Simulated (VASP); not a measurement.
Crystal: K2LiAlH6.

```
CELL_PARAMETERS angstrom
0.00000 3.91493 3.91493
3.91493 0.00000 3.91493
3.91493 3.91493 0.00000
ATOMIC_POSITIONS crystal
K 0.75000 0.75000 0.75000
K 0.25000 0.25000 0.25000
Li 0.50000 0.50000 0.50000
Al 0.00000 0.00000 0.00000
H 0.77144 0.22856 0.22856
H 0.77144 0.22856 0.77144
H 0.22856 0.77144 0.77144
H 0.22856 0.77144 0.22856
H 0.22856 0.22856 0.77144
H 0.77144 0.77144 0.22856
```

The cell comes from a database or a generator and needn't be the stable form of this composition.

* Program: VASP 6.6.1
* Task: relaxation of cell and atoms
* Functional: PBEsol
* Potentials or basis: VASP PAW PBE potentials, release 64 (K_sv, Li_sv, Al, H)
* Cutoff: 600 eV
* k mesh: 6 × 6 × 6
* Occupations: gaussian, width 0.02 eV
* Spin: no spin polarisation

At the start: pressure -1.2 GPa; volume 12.00 Å³/atom.

Problem. Where does the relaxation end?

Solution. Over 6 steps the energy falls by 2.1 meV/atom and the volume is 11.49 Å³/atom (-4.2 %); space group Fm-3m (No. 225, to 0.05 Å).

Step by step:
```tsv
step	energy change (eV)	largest force (eV/Å)	pressure (GPa)	volume (Å³)
1	0.0000	0.0292	-1.18	120.01
2	-0.0096	0.0555	-0.75	118.47
3	-0.0165	0.0994	0.01	116.02
4	-0.0166	0.1045	0.10	115.74
5	-0.0199	0.0540	0.06	115.33
6	-0.0211	0.0014	0.02	114.91
```

Final structure:
```cif
data_structure
_symmetry_space_group_name_H-M 'P 1'
_symmetry_Int_Tables_number 1
_cell_length_a 5.4570
_cell_length_b 5.4570
_cell_length_c 5.4570
_cell_angle_alpha 60.000
_cell_angle_beta 60.000
_cell_angle_gamma 60.000
_cell_volume 114.91
loop_
_atom_site_label
_atom_site_type_symbol
_atom_site_fract_x
_atom_site_fract_y
_atom_site_fract_z
_atom_site_occupancy
K1 K 0.75000 0.75000 0.75000 1
K2 K 0.25000 0.25000 0.25000 1
Li1 Li 0.50000 0.50000 0.50000 1
Al1 Al 0.00000 0.00000 0.00000 1
H1 H 0.76897 0.23103 0.23103 1
H2 H 0.76897 0.23103 0.76897 1
H3 H 0.23103 0.76897 0.76897 1
H4 H 0.23103 0.76897 0.23103 1
H5 H 0.23103 0.23103 0.76897 1
H6 H 0.76897 0.76897 0.23103 1
```

Caveat: the cutoff is under 1.25 times the usual one of these potentials, so pressure, stress and relaxed cells hold a basis-set (Pulay) error; the PAW data sets were made with another functional, which shifts forces and pressure a little.
